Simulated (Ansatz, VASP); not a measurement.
# Re (Rhenium): VASP beside Ansatz

One calculation is typed for both programs; each brings its own data sets. How far apart do they land? The cell is taken from a series of runs on this material, whose earlier steps may have relaxed, scaled, displaced or heated it; both programs get it as it stands.

Main program and level: Ansatz 0.2.0; plane waves, with VASP 6.6.1 beside it; zone-centre phonons at PBEsol.

## (1) Set-up

The structure is hexagonal, space group P6_3/mmc (No. 194). The conventional cell has a = 2.774 Å, b = 2.774 Å, c = 4.308 Å, α = 90.00°, β = 90.00°, γ = 120.00°. Nearest to Re lie 12 Re at 2.68 to 2.77 Å.

Coordinates:

```xyz
2
Lattice="2.7744 0.0000 0.0000 -1.3872 2.4027 0.0000 0.0000 0.0000 4.3081" Properties=species:S:1:pos:R:3 pbc="T T T"
Re    0.0000    1.6018    1.0770
Re    1.3872    0.8009    3.2311
```

## (2) VASP: zone-centre phonons, PBEsol

Second derivatives magnify differences that forces hide, and they need a tight electronic threshold.

Lines of VASP's logs that name or quote its potential files are left out, and so is its time.

File INCAR:

```
SYSTEM = Re
PREC = Accurate
ENCUT = 600
EDIFF = 1E-08
NELM = 120
ISMEAR = 1
SIGMA = 0.2
LREAL = .FALSE.
ALGO = Normal
GGA = PS
NBANDS = 13
LASPH = .TRUE.
LORBIT = 11
LWAVE = .FALSE.
LCHARG = .FALSE.
ISIF = 2
IBRION = 8
GGA_COMPAT = .FALSE.
KPAR = 2
```

File POSCAR:

```
Re
1.0
    2.7744419222      0.0000000000      0.0000000000
   -1.3872209611      2.4027371859      0.0000000000
    0.0000000000      0.0000000000      4.3081152436
Re
2
Direct
    0.3333333340      0.6666666660      0.2500000000
    0.6666666660      0.3333333340      0.7500000000
```

File KPOINTS:

```
Automatic mesh
0
Gamma
18 18 12
0 0 0
```

Potentials, in the order of the species: Re (PBE family, release 64).

Started as:

```sh
$ mpirun -np 2 vasp_std
```

Numbers of over 12 decimals in the logs are rounded to 6 here.

The log of the run:

```text
[banner, memory and clock lines left out]
running    2 mpi-ranks, on    1 nodes
 distrk:  each k-point on    1 cores,    2 groups
 distr:  one band on    1 cores,    1 groups

 POSCAR found type information on POSCAR Re
 POSCAR found :  1 types and       2 ions
|                                                                             |
|               ----> ADVICE to this user running VASP <----                  |
|                                                                             |
|     You enforced a specific xc type in the INCAR file but a different       |
|     [... a line on the potential file left out ...]
|     I HOPE YOU KNOW WHAT YOU ARE DOING!                                     |
|                                                                             |

 LDA part: xc-table for (Slater+PW92), standard interpolation
 POSCAR, INCAR and KPOINTS ok, starting setup
 FFT: planning ... GRIDC
 FFT: planning ... GRID_SOFT
 FFT: planning ... GRID
 WAVECAR not read
 entering main loop
       N       E                     dE             d eps       ncg     rms          rms(c)
DAV:   1     0.313547673683E+02    0.31355E+02   -0.73637E+03 12676   0.146E+03
DAV:   2    -0.253653413777E+02   -0.56720E+02   -0.48039E+02 11299   0.331E+02
DAV:   3    -0.281038868654E+02   -0.27385E+01   -0.24961E+01 11605   0.978E+01
DAV:   4    -0.281468837389E+02   -0.42997E-01   -0.42224E-01 10605   0.648E+00
DAV:   5    -0.281475378087E+02   -0.65407E-03   -0.65101E-03 11514   0.109E+00    0.466E+01
DAV:   6    -0.270666892478E+02    0.10808E+01   -0.88522E-01 11853   0.266E+01    0.197E+01
DAV:   7    -0.267010199313E+02    0.36567E+00   -0.62586E-01 11961   0.217E+01    0.460E-01
DAV:   8    -0.266895730145E+02    0.11447E-01   -0.73846E-03 11066   0.730E-01    0.138E-01
DAV:   9    -0.266887187595E+02    0.85426E-03   -0.41375E-04 11836   0.207E-01    0.473E-02
DAV:  10    -0.266887181877E+02    0.57178E-06   -0.59904E-05 11161   0.101E-01    0.165E-02
DAV:  11    -0.266887187553E+02   -0.56761E-06   -0.86024E-07 12415   0.183E-02    0.218E-03
DAV:  12    -0.266887185897E+02    0.16558E-06   -0.17038E-08  7201   0.463E-03    0.541E-04
DAV:  13    -0.266887185990E+02   -0.93223E-08   -0.66880E-09  6540   0.243E-03
   1 F= -.26688719E+02 E0= -.26688920E+02  d E =0.605468E-03
 Linear response reoptimize wavefunctions to high precision
DAV:   1    -0.266887185831E+02    0.15890E-07   -0.17955E-08 10868   0.243E-03
DAV:   2    -0.266887185831E+02   -0.70486E-11   -0.89346E-11  6112   0.136E-04
 Linear response DOF=           2
 Linear response progress:
  Degree of freedom:   1/  2
       N       E                     dE             d eps       ncg     rms          rms(c)
RMM:   1    -0.745577236679E-01   -0.74558E-01   -0.65496E+00 29894   0.164E+02
RMM:   2    -0.143088117865E+00   -0.68530E-01   -0.66278E-02 65784   0.284E+00    0.134E-01
RMM:   3    -0.143054586843E+00    0.33531E-04   -0.19846E-03 67179   0.376E-01    0.911E-02
RMM:   4    -0.142314557993E+00    0.74003E-03   -0.94391E-04 68222   0.327E-01    0.218E-02
RMM:   5    -0.142360258187E+00   -0.45700E-04   -0.35788E-05 65288   0.750E-02    0.887E-03
RMM:   6    -0.142378546139E+00   -0.18288E-04   -0.97065E-06 68945   0.290E-02    0.327E-03
RMM:   7    -0.142380701037E+00   -0.21549E-05   -0.53537E-07 62358   0.844E-03    0.114E-03
RMM:   8    -0.142379664428E+00    0.10366E-05   -0.11173E-07 69020   0.249E-03    0.418E-04
RMM:   9    -0.142378792588E+00    0.87184E-06   -0.15357E-07 68512   0.130E-03    0.724E-05
RMM:  10    -0.142378721443E+00    0.71145E-07   -0.12832E-07 71959   0.771E-04    0.254E-05
RMM:  11    -0.142378746034E+00   -0.24591E-07   -0.12966E-07 70968   0.724E-04    0.556E-06
RMM:  12    -0.142378741945E+00    0.40890E-08   -0.12792E-07 72270   0.704E-04    0.193E-06
RMM:  13    -0.142378742964E+00   -0.10187E-08   -0.12371E-07 72841   0.708E-04    0.739E-07
RMM:  14    -0.142378741174E+00    0.17900E-08   -0.95378E-08 71495   0.714E-04    0.285E-07
 first order change of Fermi-energy  -0.14598E-04
 force on displaced ion       1 direction 1 :  -5.237   0.000   0.000
 Linear response progress:
  Degree of freedom:   2/  2
       N       E                     dE             d eps       ncg     rms          rms(c)
RMM:   1    -0.109050883498E+00   -0.10905E+00   -0.72412E+00 10275   0.172E+02
RMM:   2    -0.184222934172E+00   -0.75172E-01   -0.60761E-02 21295   0.341E+00    0.210E-01
RMM:   3    -0.185419309430E+00   -0.11964E-02   -0.60310E-03 22253   0.647E-01    0.121E-01
RMM:   4    -0.185523679363E+00   -0.10437E-03   -0.77210E-04 24208   0.198E-01    0.527E-02
RMM:   5    -0.185716397521E+00   -0.19272E-03   -0.30959E-04 22783   0.140E-01    0.146E-02
RMM:   6    -0.185725752246E+00   -0.93547E-05    0.33958E-05 21303   0.406E-02    0.648E-03
RMM:   7    -0.185755541146E+00   -0.29789E-04    0.70823E-05 21467   0.245E-02    0.297E-03
RMM:   8    -0.185757088137E+00   -0.15470E-05    0.24205E-05 23777   0.963E-03    0.116E-03
RMM:   9    -0.185754623731E+00    0.24644E-05   -0.18665E-06 20464   0.989E-03    0.202E-04
RMM:  10    -0.185755692552E+00   -0.10688E-05   -0.60048E-06 24069   0.255E-03    0.213E-04
RMM:  11    -0.185755418989E+00    0.27356E-06   -0.10732E-06 21887   0.125E-03    0.134E-04
RMM:  12    -0.185754848795E+00    0.57019E-06    0.34401E-07 23182   0.948E-04    0.976E-06
RMM:  13    -0.185754967887E+00   -0.11909E-06   -0.34325E-08 25275   0.679E-04    0.947E-06
RMM:  14    -0.185754994435E+00   -0.26547E-07   -0.70246E-08 24490   0.621E-04    0.748E-06
RMM:  15    -0.185755001375E+00   -0.69404E-08   -0.68687E-08 23316   0.632E-04    0.250E-06
 first order change of Fermi-energy   0.10401E-03
 force on displaced ion       1 direction 3 :   0.000  -0.000  -6.463
 Linear response finished
```

OUTCAR, selected parts (step 2):

```text
ion  position               nearest neighbor table
   1  0.333  0.667  0.250-   2 2.68   2 2.68   2 2.68   2 2.68   2 2.68   2 2.68
   2  0.667  0.333  0.750-   1 2.68   1 2.68   1 2.68   1 2.68   1 2.68   1 2.68

  LATTYP: Found a hexagonal cell.
 ALAT       =     2.7744419222
 C/A-ratio  =     1.5527862411

 Subroutine GETGRP returns: Found 24 space group operations
 (whereof 12 operations were pure point group operations)

The static configuration has the point symmetry D_3d.
 The point group associated with its full space group is D_6h.

 Found    259 irreducible k-points:

   k-points           NKPTS =    259   k-points in BZ     NKDIM =    259   number of bands    NBANDS=     13

   dimension x,y,z NGX =    24 NGY =   24 NGZ =   36
   dimension x,y,z NGXF=    48 NGYF=   48 NGZF=   72

   ENCUT  =  600.0 eV  44.10 Ry    6.64 a.u.   5.54  5.54  8.60*2*pi/ulx,y,z

   NELECT =      14.0000    total number of electrons

 k-points in reciprocal lattice and weights: Automatic mesh
   0.00000000  0.00000000  0.00000000       0.000
   0.05555556  0.00000000  0.00000000       0.002
   0.11111111  0.00000000  0.00000000       0.002
   0.16666667  0.00000000  0.00000000       0.002
   0.22222222  0.00000000  0.00000000       0.002
   0.27777778  0.00000000  0.00000000       0.002
   0.33333333  0.00000000  0.00000000       0.002
   0.38888889  0.00000000  0.00000000       0.002
   0.44444444  0.00000000  0.00000000       0.002
[...]
0.33333333  0.27777778  0.50000000       0.003
   0.33333333  0.33333333  0.50000000       0.001

 average (electrostatic) potential at core
       1 -38.5985       2 -38.5985

  Total        0.0617903      0.0617903      3.2679147     -0.0000000      0.0000000      0.0000000
  in kB        3.4471614      3.4471614    182.3106654     -0.0000000      0.0000000      0.0000000
  external PRESSURE =      63.0683294 kB  Pullay stress =       0.0000000 kB

  energy-cutoff  :      600.00
  volume of cell :       28.72
      direct lattice vectors                 reciprocal lattice vectors
     2.774441922  0.000000000  0.000000000     0.360432847  0.208096001  0.000000000
    -1.387220961  2.402737186  0.000000000     0.000000000  0.416192002  0.000000000
     0.000000000  0.000000000  4.308115244     0.000000000  0.000000000  0.232120067

 POSITION                                       TOTAL-FORCE (eV/Angst)
 -----------------------------------------------------------------------------------
      0.00000      1.60182      1.07703        -0.000000      0.000000      0.000000
      1.38722      0.80091      3.23109         0.000000     -0.000000      0.000000
 -----------------------------------------------------------------------------------
    total drift:                               -0.000000      0.000000     -0.000000

 Eigenvectors and eigenvalues of the dynamical matrix
 ----------------------------------------------------

   1 f  =    4.118837 THz    25.879414 2PiTHz  137.389602 cm-1    17.034132 meV
             X         Y         Z           dx          dy          dz
      0.000000  1.601825  1.077029     0.000000    0.000000   -0.707107
      1.387221  0.800912  3.231086     0.000000   -0.000000    0.707107

   2 f  =    3.707781 THz    23.296678 2PiTHz  123.678276 cm-1    15.334145 meV
             X         Y         Z           dx          dy          dz
      0.000000  1.601825  1.077029    -0.707107    0.000000    0.000000
      1.387221  0.800912  3.231086     0.707107    0.000000    0.000000

   3 f  =    3.707781 THz    23.296678 2PiTHz  123.678276 cm-1    15.334145 meV
             X         Y         Z           dx          dy          dz
      0.000000  1.601825  1.077029     0.000000   -0.707107   -0.000000
      1.387221  0.800912  3.231086    -0.000000    0.707107    0.000000

   4 f  =    0.000000 THz     0.000000 2PiTHz    0.000002 cm-1     0.000000 meV
             X         Y         Z           dx          dy          dz
      0.000000  1.601825  1.077029     0.022319    0.027290    0.706227
      1.387221  0.800912  3.231086     0.022319    0.027290    0.706227

   5 f  =    0.000000 THz     0.000000 2PiTHz    0.000001 cm-1     0.000000 meV
             X         Y         Z           dx          dy          dz
      0.000000  1.601825  1.077029     0.114310   -0.697416    0.023337
      1.387221  0.800912  3.231086     0.114310   -0.697416    0.023337

   6 f/i=    0.000000 THz     0.000000 2PiTHz    0.000001 cm-1     0.000000 meV
             X         Y         Z           dx          dy          dz
      0.000000  1.601825  1.077029     0.697449    0.113432   -0.026425
      1.387221  0.800912  3.231086     0.697449    0.113432   -0.026425

 ELASTIC MODULI CONTR FROM IONIC RELAXATION (kBar)
 Direction    XX          YY          ZZ          XY          YZ          ZX
 --------------------------------------------------------------------------------
 XX        -194.6734    194.6734     -0.0000      0.0000      0.0000      0.0000
 YY         194.6734   -194.6734      0.0000     -0.0000      0.0000      0.0000
 ZZ          -0.0000      0.0000     -0.0000      0.0000      0.0000      0.0000
 XY           0.0000     -0.0000      0.0000   -194.6734      0.0000      0.0000
 YZ           0.0000      0.0000      0.0000      0.0000      0.0000      0.0000
 ZX           0.0000      0.0000      0.0000      0.0000      0.0000      0.0000
 --------------------------------------------------------------------------------
```

The data set Re keeps the semicore shell frozen, which is cheaper and a little less accurate.

## (3) Ansatz: zone-centre phonons, PBEsol

Ansatz runs on its PAW soft_1 files.

The same cell, functional, mesh and smearing now go to Ansatz, which takes its cutoff from its data sets.

File input.yaml:

```yaml
crystal:
  lattice:
    - [2.7744419222, 0.0, 0.0]
    - [-1.3872209611, 2.4027371859, 0.0]
    - [0.0, 0.0, 4.3081152436]
  atoms:
    - { symbol: Re, position: [0.333333334, 0.666666666, 0.25] }
    - { symbol: Re, position: [0.666666666, 0.333333334, 0.75] }
kpoints:
  mp_grid: { grid: [18, 18, 12] }
hamiltonian:
  xc: pbesol
  pseudopotentials: { kind: paw, azcp: { folder: soft_1 }, xc_functional: pbe }
scf:
  occupations: { method: methfessel_paxton, width: 0.2 }
output:
  eigenvalues: true
phonons:
  method: dfpt
```

Started as:

```sh
$ ansatz run input.yaml --threads 4 --pin off --max-ram 10240MiB --backend cpu --events-out ev --progress --plain --runs-dir out
```

The log of the run:

```text
zone centre: on kpoints.mp_grid the ground state, and the responses unless they are solved on pairs of k-points, stand on 637 of the mesh's 3888 k-points, reduced under 4 symmetry operations, with k and −k counted as one. Each operation leaves every solved displacement unchanged or reverses it
Engine: ansatz 0.2.0, x86_64-unknown-linux-gnu
Pseudopotentials: kind: paw
Pseudopotential: Re, paw, valence charge 15, recommended cutoff 420 eV (normal), soft_1/Re.paw.azcp
Functional definition: PBEsol
  exchange = pbesol_x
  correlation = pbesol_c
Crystal: 2 atoms, lattice volume = 28.719 Å³
Basis set: ecut = 420 eV, 567 PW (Γ), exchange–correlation on 40×40×60 points (8 copies of the dense FFT grid, shifted against one another)
Bands: 19, of which v1, the nominal top of the filled ones, is band 15 counted from 1 (14 counted from 0)
Symmetry: 24 space group operations
k-points: 637 of 3888 (irreducible under 4 space group operations, time reversal used)
Non-local potential: Re, projectors of the file, l = 0: 3, l = 1: 2, l = 2: 2, l = 3: 1
PAW form: soft (Blöchl's): semilocal exchange-correlation on the pseudo side does not see the compensation charge
PAW frozen core: Re, regenerated for the run's functional, and the local potential with it (the file was generated under x = pbe(κ = 0.804, μ = 0.219515), c = pbe(β = 0.066725))
PAW one-centre angular grid: Re, 590 points (default); XC on 64 Gauss nodes
Initial density: superposition of atomic densities (chi_scale 0.1, normalization cell)
Initial wavefunctions: pseudopotential atomic-orbital guess
Functional: x = pbesol(κ = 0.804, μ = 0.123457), c = pbesol(β = 0.046)
SCF iter   1: F=—  HF=-21477.105617 eV  |F-HF|=—  |Δ(HF+E_count)|=         —  Δρ=6.19e-2  dr2=1.00e0  ethr=3.10e-3  ⟨swp⟩=4.7  Hψ=47924  notcnv=0
preconditioner: auto → none  [metal: Δε(μ)=0.006 eV  Ē_g=6.569 eV  σ=0.200 eV  W_gap=0.03  n_scr=8 (ndim 8)  ℏωp=25.9 eV  f_vac=0.000  D(μ)=1.72/eV (n_scr^D=22)  sad-step TF]
SCF iter   2: F=—  HF=-21476.831438 eV  |F-HF|=—  |Δ(HF+E_count)|=   2.74e-1  S|Δr|=    0.00e0  Δρ=3.61e-2  dr2=3.28e-1  ethr=3.10e-3  ⟨swp⟩=2.0  Hψ=19428  notcnv=0  defer=4
SCF iter   3: F=—  HF=-21476.703694 eV  |F-HF|=—  |Δ(HF+E_count)|=   1.28e-1  S|Δr|=    0.00e0  Δρ=1.77e-3  dr2=3.34e-4  ethr=1.09e-3  ⟨swp⟩=3.0  Hψ=23504  notcnv=0  defer=4
SCF iter   4: F=—  HF=-21476.703984 eV  |F-HF|=—  |Δ(HF+E_count)|=   2.90e-4  S|Δr|=    0.00e0  Δρ=2.29e-4  dr2=1.70e-5  ethr=1.11e-6  ⟨swp⟩=2.1  Hψ=17551  notcnv=0  defer=4
SCF iter   5: F=—  HF=-21476.703977 eV  |F-HF|=—  |Δ(HF+E_count)|=   7.15e-6  S|Δr|=    0.00e0  Δρ=3.64e-5  dr2=2.59e-7  ethr=5.67e-8  ⟨swp⟩=2.0  Hψ=16495  notcnv=0  defer=4
SCF iter   6: F=—  HF=-21476.703977 eV  |F-HF|=—  |Δ(HF+E_count)|=   2.35e-7  S|Δr|=    0.00e0  Δρ=8.36e-6  dr2=1.39e-8  ethr=8.64e-10  ⟨swp⟩=2.9  Hψ=23060  notcnv=0  defer=4
SCF iter   7: F=—  HF=-21476.703977 eV  |F-HF|=—  |Δ(HF+E_count)|=  1.49e-10  S|Δr|=    0.00e0  Δρ=1.23e-6  dr2=2.33e-10  ethr=4.63e-11  ⟨swp⟩=2.3  Hψ=17036  notcnv=0  defer=4
SCF iter   8: F=-21476.703977 eV  HF=-21476.703977 eV  |F-HF|=1.09e-11  |Δ(HF+E_count)|=    0.00e0  S|Δr|=    0.00e0  Δρ=1.06e-7  dr2=1.78e-12  ethr=1.00e-12  ⟨swp⟩=5.9  Hψ=51967  notcnv=0
SCF 1 converged in 8 iterations: F = -21476.703977 eV  dr2 = 1.78e-12
  greatest PAW one-centre occupation: 0.999 electrons in one spin orbital (limit 2), on the Re atom at site 1 (counted from 0), in its partial waves of l = 0
DFPT response loops at Γ: preconditioner auto → Kerker (q_TF=auto, 2.748 Å⁻¹) (partly filled bands, converged f_vac=0.000); β = 1.00, the filter's whole step (`scf.mixing.beta` (0.50) is not read by the response loops under this deck's `scf.mixing.preconditioner`; to damp them name `kerker` or `kerker_dos`, under which they read `scf.mixing.beta`, and type it under 1.00, their step now; both keys bind the ground state too); Broyden in place of MSR1
SCF converged after 8 iterations
Stability not checked: this state was not tested for a lower state beside it, because cold or Methfessel-Paxton smearing, or corrected tetrahedra, fill the levels in a way that the test cannot read (fill_not_monotonic; see scf.lower_state_search)
Free energy (F): -21476.703977 eV
Harris-Foulkes:  -21476.703977 eV  (|F-HF|=1.09e-11)
Internal energy: -21476.704696 eV  (E = F + TS)
E sigma→0 (E₀):  -21476.704157 eV
Entropy (-TS):   0.000718 eV (0.359 meV/atom)
Fermi energy:    24.495347 eV
Step filling:    the computed levels leave a gap of 0.0000 eV = 0.0 smearing widths at the electron count; against every level under it full and every level over it empty, smearing changes F+E_penalty+E_count by -0.229 meV and its σ→0 estimate by -0.408 meV
--- Per-component energies (eV) ---
  E_band       = -126.871676
  E_kinetic    = 1049.627003
  E_local      = -1510.913620  (includes V_loc(G=0)·N_el)
  E_nonlocal   = 165.483080
  E_hartree    = 529.266031
  E_xc         = -709.787844
  E_vxc        = -581.717714  (∫ρ·V_xc dr)
  E_paw        = -17152.374531  (= ΣΔE_a)
  E_vpaw       = -307.882647  (= ΣTr[D̂ρ^β])
  E_aug_tail   = 0.000110  (compensation charges beyond the density's cutoff)
  E_ewald      = -3848.471578
  E_core_change = 0.466653  (= ΣΔE_core)
  E_smearing   = 0.000718  (= −TS)
  E_closure    = -0.000000  (closes the sum)
  Σ components = -21476.703977   (vs F -21476.703977, Δ=0.00e0)
--- Band table (eV; the first three rows and the last of 637) ---
  k-point 0: bands = [... 11 lower, 22.8110, 23.3978, 23.8070, 23.8070, 24.3672, 24.3672, 25.6899, 28.0139]
  k-point 1: bands = [... 11 lower, 22.7388, 23.3348, 23.7348, 23.7348, 24.5296, 24.5296, 25.4150, 28.0446]
  k-point 2: bands = [... 11 lower, 22.5960, 23.1577, 23.5422, 23.5422, 24.7224, 24.9378, 24.9378, 28.1022]
  k-point 636: bands = [... 11 lower, 21.1959, 22.3294, 22.3294, 24.3482, 24.3482, 28.6599, 28.6599, 30.9334]
--- Phonons (Γ-DFPT): 2 representative perturbations + reference, on 637 of 3888 k-points (Σ response iterations 5) ---
  k mesh reduced under 4 symmetry operations, with k and −k counted as one. Each operation leaves every solved displacement unchanged or reverses it
  ASR residual: 1.159e-4 → 0.000e0 eV/Å²; symmetrization residual: 6.519e-14 eV/Å²
  ASR residual per site (eV/Å²): 1.16e-4 1.16e-4
  Γ frequencies (cm⁻¹): 0.00 0.00 0.00 124.14 124.14 142.26
  non-analytic LO–TO correction: not included (Born effective charges unavailable; polar crystals: no LO–TO splitting at Γ)
```

In the SCF lines HF is the Harris–Foulkes energy and dr2 the Hartree energy of the density residual, in eV; the loop may stop once dr2 is under the threshold and the program's other checks hold. Hψ counts applications of the Hamiltonian.

## (4) Differences

Known differences besides the potentials themselves: the data sets hold 30 valence electrons in Ansatz (on its PAW soft_1 files) and 14 in VASP; the cutoff is 420 eV in Ansatz and 600 eV in VASP; Ansatz makes its cores anew for this functional, VASP keeps those of its PBE data sets. Total energies have different zeros and are not compared.

Both answers:

| quantity | Ansatz | VASP | difference |
| --- | --- | --- | --- |
| optical mode 1 to 2 (cm⁻¹) | 124.1 | 123.7 | +0.37 % |
| optical mode 3 (cm⁻¹) | 142.3 | 137.4 | +3.54 % |

Modes are paired by rising frequency, not by their patterns, so a pair may set unlike modes beside each other; they are those without the splitting of longitudinal modes.

## (5) What came out

* r.m.s. difference of the optical zone-centre modes, each program's sorted by frequency (zone-centre phonons, PBEsol): 2.8 cm⁻¹
* difference in optical mode 3 (zone-centre phonons, PBEsol): +3.5 %

In words: The r.m.s. difference of the optical zone-centre modes, each program's sorted by frequency is 2.8 cm⁻¹ (zone-centre phonons, PBEsol). The data sets hold unlike numbers of valence electrons (30 in Ansatz and 14 in VASP), so part of the differences comes from the potentials. Among the rows given in per cent, the largest difference of the zone-centre phonons, PBEsol pair is in optical mode 3, +3.5 %. How closely two codes agree says nothing of how well the functional describes the real material.

[Lines on the potential files, build, host, timing and source positions are cut from VASP's logs without a mark.]

[Logs are printed without paths, hosts, clocks, repeated set-up lines and the standing remarks that a program may print on its own settings, such as how far it seeks lower states.]

[Hosts, paths, dates, database ids (printed as entryN), source tags and the programs' standing remarks are cut or masked in the printed files.]
